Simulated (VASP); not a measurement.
Computed with RPBE GGA, VASP's PBE PAW potentials (set 64) (plane waves; VASP).

The input files of a VASP run:

INCAR:
```
# general
SYSTEM  = Bi
PREC    = Accurate
ENCUT   = 520
LREAL   = .FALSE.
LASPH   = .TRUE.

# electronic loop
EDIFF   = 1E-7
NELM    = 100
ALGO    = Normal
LMAXMIX = 4

# smearing
ISMEAR  = -5

# functional
GGA     = RP

# ions
ISIF    = 2

# output
LWAVE   = .FALSE.
LCHARG  = .TRUE.
LORBIT  = 11
NEDOS   = 601
```

### POSCAR
```
Bi
8.8555210
  0.5000000097  -0.2599248826   0.0079884265
  0.5000000097   0.2599248826   0.0079884265
  0.3580521160   0.0000000000   0.4352280422
Bi
2
Cart
  0.3138142685   0.0000000000   0.1042629590
  1.0442378670   0.0000000000   0.3469419362
```

KPOINTS:
```
Automatic mesh
0
Gamma
11 11 11
0 0 0
```

POTCAR, in this order: Bi_d (PBE.64 set). Program: vasp_std.

Unless said otherwise, spin-orbit coupling is left out, though it shifts the bands of the heavy elements here.

### Question
What does the run give for the energy per atom (σ→0), band gap (on the k-mesh)?

### Answer

```
Quantity                                                    Result
------------------------  ----------------------------------------
energy per atom (σ→0)                               -3.523 eV/atom
band gap (on the k-mesh)  none (metal, semimetal or under 0.01 eV)
```

**OSZICAR**
```
...
DAV:   9    -0.704626403811E+01   -0.55082E-04   -0.12591E-04  6884   0.963E-02    0.140E-02
DAV:  10    -0.704626673995E+01   -0.27018E-05   -0.35347E-05  6037   0.447E-02    0.291E-03
DAV:  11    -0.704626757761E+01   -0.83766E-06   -0.22082E-06  5699   0.115E-02    0.181E-03
DAV:  12    -0.704626784738E+01   -0.26977E-06   -0.11627E-06  4479   0.606E-03    0.303E-04
DAV:  13    -0.704626766774E+01    0.17964E-06   -0.89627E-08  4821   0.262E-03    0.193E-04
DAV:  14    -0.704626780573E+01   -0.13799E-06   -0.19203E-08  2960   0.155E-03    0.957E-05
DAV:  15    -0.704626777828E+01    0.27449E-07   -0.61384E-09  2831   0.121E-03
   1 F= -.70462678E+01 E0= -.70462678E+01  d E =0.000000E+00
```

The compound is Bi in the a7 structure. It was relaxed first, which changed the volume by +9 %.
